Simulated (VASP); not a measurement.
An input for Quantum ESPRESSO's pw.x (written as the equivalent of a VASP run, and not itself run):

```
&CONTROL
  calculation = 'scf'
  pseudo_dir = './pseudo'
  outdir = './out'
  tprnfor = .true.
  tstress = .true.
/
&SYSTEM
  ibrav = 0
  nat = 1
  ntyp = 1
  ecutwfc = 98
  occupations = 'smearing'
  smearing = 'methfessel-paxton'
  degauss = 0.00735
  input_dft = 'pbe'
  vdw_corr = 'grimme-d3'
  dftd3_version = 3
  dftd3_threebody = .false.
  nspin = 2
  starting_magnetization(1) = 0.06
/
&ELECTRONS
  conv_thr = 7.3e-09
  electron_maxstep = 100
/
ATOMIC_SPECIES
  Ni 58.693 Ni.upf
CELL_PARAMETERS angstrom
     0.0000000    1.7020107    1.7020107
     1.7020107    0.0000000    1.7020107
     1.7020107    1.7020107    0.0000000
ATOMIC_POSITIONS crystal
  Ni   0.0000000  0.0000000  0.0000000
K_POINTS automatic
  18 18 18 0 0 0
```

Q: Translate this input to VASP (INCAR, KPOINTS, POSCAR, choice of POTCAR).

A: Several could match; the one computed here: 
### KPOINTS
```
Automatic mesh
0
Gamma
18 18 18
0 0 0
```

**INCAR**
```
SYSTEM = Ni
PREC = Accurate
ENCUT = 520
EDIFF = 1E-7
NELM = 100
ALGO = Normal
LREAL = .FALSE.
LASPH = .TRUE.
ISMEAR = 1
SIGMA = 0.1
GGA = PE
IVDW = 11
LMAXMIX = 4
ISPIN = 2
MAGMOM = 0.6
LORBIT = 10
LWAVE = .FALSE.
LCHARG = .FALSE.
ISIF = 2
```

File POSCAR:
```
Ni
1
    0.0000000000     1.7020107076     1.7020107076
    1.7020107076     0.0000000000     1.7020107076
    1.7020107076     1.7020107076     0.0000000000
Ni
1
Direct
  0.0000000000   0.0000000000   0.0000000000
```

POTCAR, in this order: Ni (PBE.64 set). Program: vasp_std.

What does not carry over: the potentials are each code's own (VASP's PAW set, PseudoDojo norm-conserving files in pw.x), so ENCUT and ecutwfc are chosen apart and not converted; conv_thr bounds pw.x's estimated SCF error, while EDIFF bounds the energy change between steps; starting_magnetization is a fraction of the valence charge and MAGMOM a moment in μB, so they match only roughly.

The compound is Ni in the fcc structure. This cell is one point of a volume scan, at 0.94 of the reference volume.
